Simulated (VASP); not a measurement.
Data:

```yaml
crystal:
  lattice:
    - [4.27698, 0.00000, -0.00510]
    - [0.00000, 6.15388, 0.00000]
    - [-4.12565, 0.00000, 4.39434]
  atoms:
    - { symbol: Ag, position: [0.68964, 0.58889, 0.43918] }
    - { symbol: Ag, position: [0.68964, 0.41111, 0.93918] }
    - { symbol: Ag, position: [0.39922, 0.06796, 0.29718] }
    - { symbol: Ag, position: [0.39922, 0.93204, 0.79718] }
    - { symbol: S, position: [0.03613, 0.25421, 0.45115] }
    - { symbol: S, position: [0.03613, 0.74579, 0.95115] }
```

These are PBEsol GGA, VASP's PBE PAW potentials (set 64) (plane waves; VASP 6.6.1) values and carry that method's errors. Run with 400 eV cut-off, Gaussian smearing of 0.050 eV, potentials Ag S.

Task: Give the energies of bands 19 to 32 at the high-symmetry points, in eV from the valence-band maximum.

Result: 
```json
[
 {"band": "19", "Γ": "-3.54", "Z": "-3.51", "D": "-3.55", "B": "-3.47", "A": "-3.45", "E": "-3.61", "C2": "-3.62", "Y2": "-3.82"},
 {"band": "20", "Γ": "-3.44", "Z": "-3.40", "D": "-3.55", "B": "-3.47", "A": "-3.45", "E": "-3.61", "C2": "-3.54", "Y2": "-3.60"},
 {"band": "21", "Γ": "-3.17", "Z": "-3.39", "D": "-3.42", "B": "-3.39", "A": "-3.39", "E": "-3.33", "C2": "-3.36", "Y2": "-3.50"},
 {"band": "22", "Γ": "-3.13", "Z": "-3.24", "D": "-3.42", "B": "-3.39", "A": "-3.39", "E": "-3.33", "C2": "-3.31", "Y2": "-3.26"},
 {"band": "23", "Γ": "-2.69", "Z": "-2.17", "D": "-3.13", "B": "-3.18", "A": "-2.99", "E": "-3.13", "C2": "-2.83", "Y2": "-3.02"},
 {"band": "24", "Γ": "-2.21", "Z": "-1.97", "D": "-3.13", "B": "-3.18", "A": "-2.99", "E": "-3.13", "C2": "-2.73", "Y2": "-2.35"},
 {"band": "25", "Γ": "-1.91", "Z": "-1.69", "D": "-0.97", "B": "-1.69", "A": "-1.64", "E": "-0.92", "C2": "-2.41", "Y2": "-2.01"},
 {"band": "26", "Γ": "-0.64", "Z": "-1.57", "D": "-0.97", "B": "-1.69", "A": "-1.64", "E": "-0.92", "C2": "-2.25", "Y2": "-1.63"},
 {"band": "27", "Γ": "-0.51", "Z": "-0.51", "D": "-0.72", "B": "-0.82", "A": "-0.89", "E": "-0.78", "C2": "-2.04", "Y2": "-1.56"},
 {"band": "28", "Γ": "-0.07", "Z": "-0.41", "D": "-0.72", "B": "-0.82", "A": "-0.89", "E": "-0.78", "C2": "-1.90", "Y2": "-1.40"},
 {"band": "29", "Γ": "0.13", "Z": "1.51", "D": "1.41", "B": "2.63", "A": "2.47", "E": "1.30", "C2": "3.11", "Y2": "1.35"},
 {"band": "30", "Γ": "1.26", "Z": "1.67", "D": "1.41", "B": "2.63", "A": "2.47", "E": "1.30", "C2": "3.22", "Y2": "1.49"},
 {"band": "31", "Γ": "2.84", "Z": "3.34", "D": "4.43", "B": "3.69", "A": "3.67", "E": "4.47", "C2": "4.35", "Y2": "2.32"},
 {"band": "32", "Γ": "5.49", "Z": "3.38", "D": "4.43", "B": "3.69", "A": "3.67", "E": "4.47", "C2": "4.41", "Y2": "2.50"}
]
```

The gap is indirect, 0.13 eV, from the valence maximum at B-Γ at 0.88 to the conduction minimum at Γ.

The structure comes from a computed database's Ag2S entry (Pc); how it stands against other phases isn't given here. It was relaxed first, which changed the volume by -5 %.
